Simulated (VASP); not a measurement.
Input of a VASP 6.6.1 run:

INCAR

```
PREC     = Normal         # precision mode
ENCUT    = 520            # plane-wave cutoff, eV
EDIFF    = 1E-5           # SCF threshold, eV
ISMEAR   = 0              # smearing method
SIGMA    = 0.05           # smearing width, eV
LREAL    = Auto         
LASPH    = True           # aspherical terms in the spheres
NELM     = 80             # most SCF steps
ALGO     = Fast           # electronic algorithm
ISIF     = 2              # what is computed and relaxed
LWAVE    = False          # write WAVECAR
LCHARG   = False          # write CHGCAR
GGA      = PE             # functional
NBANDS   = 31             # bands
```

The input KPOINTS:

```
regular mesh
0
Gamma
  4 4 4
```

POSCAR

```
Be3ZnTe4
1.0
   -2.9004200000      2.9004200000      5.7844800000
    2.9004200000     -2.9004200000      5.7844800000
    2.9004200000      2.9004200000     -5.7844800000
Be Zn Te
3 1 4
Direct
    0.5000000000      0.5000000000      0.0000000000
    0.7500000000      0.2500000000      0.5000000000
    0.2500000000      0.7500000000      0.5000000000
    0.0000000000      0.0000000000      0.0000000000
    0.1336510000      0.1336510000      0.5282340000
    0.6054180000      0.6054180000      0.4717660000
    0.8663490000      0.3945820000      0.0000000000
    0.3945820000      0.8663490000      0.0000000000
```

Potentials or basis: VASP PAW PBE potentials, release 64 (Be, Zn, Te).

Run with:

```sh
$ cat potpaw_PBE.64/Be/POTCAR potpaw_PBE.64/Zn/POTCAR potpaw_PBE.64/Te/POTCAR > POTCAR
$ mpirun -np 1 vasp_std > vasp.out
```

Question: Estimate the pressure.

Answer: 0.0 GPa.

Question: Predict the band gap on the k mesh.

Answer: 2.01 eV, indirect (least direct gap 2.09 eV).

Stress tensor (GPa, compression positive):
```
-0.02  0.00  0.00
 0.00 -0.02  0.00
 0.00  0.00 -0.10
```

Caveat: spin-orbit coupling is left out, which moves the levels of the heavy elements. A hybrid or GW would open this gap; PBE tends to underestimate it.
